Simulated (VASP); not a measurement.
Output of a VASP run:

File OSZICAR:
```
       N       E                     dE             d eps       ncg     rms          rms(c)
DAV:   1     0.811996633895E+03    0.81200E+03   -0.45038E+04  4080   0.145E+03
DAV:   2    -0.142129410423E+03   -0.95413E+03   -0.93113E+03  4928   0.580E+02
DAV:   3    -0.226223326285E+03   -0.84094E+02   -0.82396E+02  6816   0.121E+02
DAV:   4    -0.232905369048E+03   -0.66820E+01   -0.65863E+01  7080   0.309E+01
DAV:   5    -0.233418324260E+03   -0.51296E+00   -0.50701E+00  6544   0.835E+00    0.283E+01
DAV:   6    -0.200116819346E+03    0.33302E+02   -0.27879E+01  6176   0.350E+01    0.810E+00
DAV:   7    -0.188014427220E+03    0.12102E+02   -0.43740E+00  5160   0.109E+01    0.481E+00
DAV:   8    -0.192438833125E+03   -0.44244E+01   -0.34312E+00  4800   0.100E+01    0.227E+00
DAV:   9    -0.191275690344E+03    0.11631E+01   -0.11304E+00  4584   0.699E+00    0.914E-01
DAV:  10    -0.190739184493E+03    0.53651E+00   -0.34078E-01  5800   0.333E+00    0.707E-01
DAV:  11    -0.191010096857E+03   -0.27091E+00   -0.51651E-02  4976   0.140E+00    0.599E-01
DAV:  12    -0.191091127245E+03   -0.81030E-01   -0.36496E-02  5952   0.115E+00    0.401E-01
DAV:  13    -0.191162177090E+03   -0.71050E-01   -0.15604E-02  4944   0.841E-01    0.257E-01
DAV:  14    -0.191207036842E+03   -0.44860E-01   -0.46636E-02  4680   0.122E+00    0.107E-01
DAV:  15    -0.191208059135E+03   -0.10223E-02   -0.49485E-03  5280   0.393E-01    0.686E-02
DAV:  16    -0.191208092297E+03   -0.33162E-04   -0.98774E-04  7432   0.997E-02    0.487E-02
DAV:  17    -0.191208117537E+03   -0.25240E-04   -0.50140E-04  5624   0.121E-01    0.360E-02
DAV:  18    -0.191208074681E+03    0.42855E-04   -0.10465E-04  4880   0.486E-02    0.241E-02
DAV:  19    -0.191208088099E+03   -0.13417E-04   -0.55927E-05  5336   0.444E-02    0.121E-02
DAV:  20    -0.191208077988E+03    0.10110E-04   -0.11046E-05  6104   0.156E-02    0.781E-03
DAV:  21    -0.191208083485E+03   -0.54969E-05   -0.78076E-06  4992   0.129E-02    0.637E-03
DAV:  22    -0.191208084511E+03   -0.10262E-05   -0.66005E-06  5488   0.129E-02    0.149E-03
DAV:  23    -0.191208085551E+03   -0.10400E-05   -0.86157E-07  4848   0.428E-03    0.853E-04
DAV:  24    -0.191208085631E+03   -0.79968E-07   -0.61478E-08  2880   0.164E-03
   1 F= -.19120809E+03 E0= -.19120809E+03  d E =0.000000E+00
       N       E                     dE             ncg
       N       E                     dE             ncg
```

OUTCAR:
```
------------------------ aborting loop because EDIFF is reached ----------------------------------------
  FORCE on cell =-STRESS in cart. coord.  units (eV):
  Direction    XX          YY          ZZ          XY          YZ          ZX
  --------------------------------------------------------------------------------------
  Total       -0.0841407     -0.0841407      0.1229396      0.0000000      0.0000000      0.0000000
  in kB       -0.8509490     -0.8509490      1.2433381      0.0000000      0.0000000      0.0000000
  external PRESSURE =      -0.1528533 kB  Pullay stress =       0.0000000 kB
  volume of cell :      158.42
      direct lattice vectors                 reciprocal lattice vectors
     6.723752944  0.000000000  0.000000000     0.148726464  0.000000000  0.000000000
     0.000000000  6.723752944  0.000000000     0.000000000  0.148726464  0.000000000
     0.000000000  0.000000000  3.504205296     0.000000000  0.000000000  0.285371408
 POSITION                                       TOTAL-FORCE (eV/Angst)
 -----------------------------------------------------------------------------------
      3.36188      3.36188      0.00000         0.000000      0.000000     -0.000000
      0.00000      0.00000      0.00000         0.000000      0.000000     -0.000000
      4.51881      1.15693      1.75210        -0.023972     -0.023972     -0.000000
      2.20494      5.56682      1.75210         0.023972      0.023972     -0.000000
      5.56682      4.51881      1.75210         0.023972     -0.023972     -0.000000
      1.15693      2.20494      1.75210        -0.023972      0.023972      0.000000
      0.85550      4.21738      0.00000        -0.012888     -0.012888     -0.000000
      5.86825      2.50638      0.00000         0.012888      0.012888     -0.000000
      2.50638      0.85550      0.00000         0.012888     -0.012888     -0.000000
      4.21738      5.86825      0.00000        -0.012888      0.012888      0.000000
 -----------------------------------------------------------------------------------
    total drift:                               -0.000000      0.000000      0.000000
  FREE ENERGIE OF THE ION-ELECTRON SYSTEM (eV)
  ---------------------------------------------------
  free  energy   TOTEN  =      -191.2080856313 eV

  energy  without entropy=     -191.2080856313  energy(sigma->0) =     -191.20808563

 total charge

# of ion       s       p       d       tot
------------------------------------------
    1        2.175   6.036   2.407  10.618
    2        2.175   6.036   2.407  10.618
    3        2.155   6.022   2.483  10.661
    4        2.155   6.022   2.483  10.661
    5        2.155   6.022   2.483  10.661
    6        2.155   6.022   2.483  10.661
    7        0.744   0.998   0.000   1.742
    8        0.744   0.998   0.000   1.742
    9        0.744   0.998   0.000   1.742
   10        0.744   0.998   0.000   1.742
--------------------------------------------------
tot         15.949  40.151  14.746  70.846

 Electric field gradients after diagonalization (V/A^2)
 (convention: |V_zz| > |V_xx| > |V_yy|)
----------------------------------------------------------------------
 ion       V_xx      V_yy      V_zz     asymmetry (V_yy - V_xx)/ V_zz
----------------------------------------------------------------------
   1       7.391     7.391   -14.782       0.000
   2       7.391     7.391   -14.782       0.000
   3      15.213     7.805   -23.017       0.322
   4      15.213     7.805   -23.017       0.322
   5      15.213     7.805   -23.017       0.322
   6      15.213     7.805   -23.017       0.322
   7      15.286     0.049   -15.335       0.994
   8      15.286     0.049   -15.335       0.994
   9      15.286     0.049   -15.335       0.994
  10      15.286     0.049   -15.335       0.994
```
(Selected blocks of OUTCAR.)

POSCAR:
```
Nb3Si2
1
    6.7237529435    -0.0000000000    -0.0000000000
   -0.0000000000     6.7237529435    -0.0000000000
    0.0000000000     0.0000000000     3.5042052956
Nb Si
6 4
Direct
  0.5000000000   0.5000000000   0.0000000000
  1.0000000000   0.0000000000   0.0000000000
  0.6720665350   0.1720665350   0.5000000000
  0.3279334650   0.8279334650   0.5000000000
  0.8279334650   0.6720665350   0.5000000000
  0.1720665350   0.3279334650   0.5000000000
  0.1272353812   0.6272353812   0.0000000000
  0.8727646188   0.3727646188   0.0000000000
  0.3727646188   0.1272353812   0.0000000000
  0.6272353812   0.8727646188   0.0000000000
```

Q: Write an INCAR and KPOINTS that could have produced this output.

A: Several could match; the one computed here: the input of the run itself, r2SCAN meta-GGA, plane waves, VASP's PBE PAW potentials (set 64).

### INCAR
```
LEFG=.True.
SYSTEM=Nb3Si2
LREAL=.False.   ! projection in real space or not
LMIXTAU=.True.
LASPH=.True.
LORBIT=11   ! lm-projected
ENCUT=400   ! plane-wave cut-off (eV)
METAGGA=R2SCAN
LMAXMIX=4   ! l cut-off of mixed one-centre charges
PREC=Accurate
ISMEAR=-5   ! tetrahedra, Bloechl
EDIFF=1E-7
ISIF=2   ! forces and stress, cell fixed
LWAVE=.False.
NELM=100
NEDOS=601   ! DOS grid
ALGO=Normal   ! blocked Davidson
LCHARG=.False.
```

KPOINTS_OPT:
```
k-points along high-symmetry lines
6
Line-mode
Reciprocal
  0.000000   0.000000   0.000000 ! GAMMA
  0.000000   0.500000   0.000000 ! X

  0.000000   0.500000   0.000000 ! X
  0.500000   0.500000   0.000000 ! M

  0.500000   0.500000   0.000000 ! M
  0.000000   0.000000   0.000000 ! GAMMA

  0.000000   0.000000   0.000000 ! GAMMA
  0.000000   0.000000   0.500000 ! Z

  0.000000   0.000000   0.500000 ! Z
  0.000000   0.500000   0.500000 ! R

  0.000000   0.500000   0.500000 ! R
  0.500000   0.500000   0.500000 ! A

  0.500000   0.500000   0.500000 ! A
  0.000000   0.000000   0.500000 ! Z

  0.000000   0.500000   0.000000 ! X
  0.000000   0.500000   0.500000 ! R

  0.500000   0.500000   0.000000 ! M
  0.500000   0.500000   0.500000 ! A
```

File KPOINTS:
```
Automatic mesh
0
G
  5 5 10
```

POTCAR, in this order: Nb_sv Si (PBE.64 set). Program: vasp_std.

For a metal the tetrahedron method with Blöchl corrections gives inexact stress and forces.

The structure comes from a computed database's Nb3Si2 entry (P4/mbm); how it stands against other phases isn't given here. It was relaxed first.
